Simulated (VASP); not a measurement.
Calculation: PBEsol GGA, VASP's PBE PAW potentials (set 64) (plane waves; VASP 6.6.1).

A VASP calculation is set up with these files.

KPOINTS:
```
Automatic mesh
0
Gamma
9 9 9
0 0 0
```

### POSCAR
```
CdS
1.0
  0.0000000000   2.6075651974   2.6075651974
  2.6075651974   0.0000000000   2.6075651974
  2.6075651974   2.6075651974   0.0000000000
Cd S
1 1
Cart
  0.0000000000   0.0000000000   0.0000000000
  1.3037825987   1.3037825987   1.3037825987
```

INCAR:
```
SYSTEM=CdS
PREC=Accurate; ENCUT=500; LREAL=.False.
LASPH=.True.
EDIFF=1E-6; NELM=100; ALGO=Normal
LMAXMIX=4
ISMEAR=0; SIGMA=0.05
GGA=PS
IBRION=2; NSW=40; ISIF=3
EDIFFG=-0.02; PSTRESS=450
LWAVE=.False.; LCHARG=.False.
```

POTCAR, in this order: Cd S (PBE.64 set). Program: vasp_std.

The run wrote:

### OSZICAR
```
       N       E                     dE             d eps       ncg     rms          rms(c)
DAV:   1     0.116775464211E+03    0.11678E+03   -0.95197E+03   926   0.129E+03
DAV:   2    -0.174060893331E+01   -0.11852E+03   -0.11329E+03  1070   0.311E+02
DAV:   3    -0.592897198359E+01   -0.41884E+01   -0.41806E+01  1100   0.622E+01
DAV:   4    -0.595463927677E+01   -0.25667E-01   -0.25664E-01  1045   0.500E+00
DAV:   5    -0.595493247705E+01   -0.29320E-03   -0.29320E-03  1050   0.521E-01    0.181E+01
DAV:   6    -0.538890940310E+01    0.56602E+00   -0.10922E+00  1375   0.200E+01    0.127E+01
DAV:   7    -0.535123629505E+01    0.37673E-01   -0.39846E-01   960   0.570E+00    0.397E+00
DAV:   8    -0.534620800518E+01    0.50283E-02   -0.50259E-02   985   0.380E+00    0.616E-01
DAV:   9    -0.534570339430E+01    0.50461E-03   -0.54077E-03  1035   0.130E+00    0.106E-01
DAV:  10    -0.534570584616E+01   -0.24519E-05   -0.25248E-04   995   0.287E-01    0.500E-02
DAV:  11    -0.534571815053E+01   -0.12304E-04   -0.28994E-05  1000   0.516E-02    0.133E-02
DAV:  12    -0.534571810009E+01    0.50431E-07   -0.37703E-06  1045   0.386E-02
   1 F= 0.46137800E+01 E0= 0.46137800E+01  d E =0.461378E+01
```

**OUTCAR**
```
------------------------ aborting loop because EDIFF is reached ----------------------------------------
  FORCE on cell =-STRESS in cart. coord.  units (eV):
  Direction    XX          YY          ZZ          XY          YZ          ZX
  --------------------------------------------------------------------------------------
  Total        9.9915454      9.9915454      9.9915454      0.0000000      0.0000000     -0.0000000
  in kB      451.4479932    451.4479932    451.4479932      0.0000000      0.0000000     -0.0000000
  external PRESSURE =       1.4479932 kB  Pullay stress =     450.0000000 kB
  volume of cell :       35.46
      direct lattice vectors                 reciprocal lattice vectors
     0.000000000  2.607565197  2.607565197    -0.191749760  0.191749760  0.191749760
     2.607565197  0.000000000  2.607565197     0.191749760 -0.191749760  0.191749760
     2.607565197  2.607565197  0.000000000     0.191749760  0.191749760 -0.191749760
  FREE ENERGIE OF THE ION-ELECTRON SYSTEM (eV)
  ---------------------------------------------------
  free  energy   TOTEN  =        -5.3457181001 eV

  energy  without entropy=       -5.3457181001  energy(sigma->0) =       -5.34571810
  enthalpy is  TOTEN    =         4.6137800428 eV   P V=        9.9594981429

 reached required accuracy - stopping structural energy minimisation
```
(Selected blocks of OUTCAR.)

### OUTCAR
```
 val. band max:        4.8748154998   @ k =   0.0000   0.0000   0.0000

 cond. band min:       6.4633665135   @ k =   0.0000   0.0000   0.0000


 Fermi energy:         5.1490238758

 k-point     1 :       0.0000    0.0000    0.0000
  band No.  band energies     occupation
      1     -10.2929      2.00000
      2      -4.9378      2.00000
      3      -4.9378      2.00000
      4      -4.9378      2.00000
      5      -3.8441      2.00000
      6      -3.8441      2.00000
      7       4.8748      2.00000
      8       4.8748      2.00000
      9       4.8748      2.00000
     10       6.4634      0.00000
     11      10.8915      0.00000
     12      10.8915      0.00000
     13      10.8915      0.00000

 k-point     2 :       0.1111    0.0000    0.0000
  band No.  band energies     occupation
      1     -10.1960      2.00000
      2      -4.9001      2.00000
      3      -4.8992      2.00000
      4      -4.8992      2.00000
      5      -3.8484      2.00000
      6      -3.8484      2.00000
      7       3.7558      2.00000
      8       4.6858      2.00000
      9       4.6858      2.00000
     10       7.2077      0.00000
     11      10.7935      0.00000
     12      11.1442      0.00000
     13      11.1442      0.00000

 k-point     3 :       0.2222    0.0000    0.0000
  band No.  band energies     occupation
      1      -9.9475      2.00000
      2      -4.8095      2.00000
      3      -4.8095      2.00000
      4      -4.7248      2.00000
      5      -3.8444      2.00000
      6      -3.8444      2.00000
      7       1.8759      2.00000
      8       4.2466      2.00000
      9       4.2466      2.00000
     10       7.9144      0.00000
     11      11.0351      0.00000
     12      11.5718      0.00000
     13      11.5718      0.00000

 k-point     4 :       0.3333    0.0000    0.0000
  band No.  band energies     occupation
      1      -9.6635      2.00000
      2      -4.7282      2.00000
      3      -4.7282      2.00000
...
```

The structure was generated: CdS was put into the zinc blende type (F-43m), which need not be its known phase. It was relaxed first under an external pressure of 45 GPa.
